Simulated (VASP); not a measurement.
Here is the system:

```
Zr
1.0
    1.60012    -2.77148     0.00000
    1.60012     2.77148     0.00000
    0.00000     0.00000     5.15616
Zr
2
Direct
  0.33333   0.66667   0.25000
  0.66667   0.33333   0.75000
```

Method: rev-vdW-DF2, VASP's PBE PAW potentials (set 64) (plane waves; VASP). Run with 520 eV cut-off, Gaussian smearing of 0.050 eV, potentials Zr_sv.

**Question.** What does the run give for the band gap (along the path) with the smallest direct gap where there is one?

**Answer.** 
```json
{
 "band gap (along the path)": "none (metal, semimetal or under 0.01 eV)"
}
```

The compound is Zr in the hcp structure. It was relaxed first.
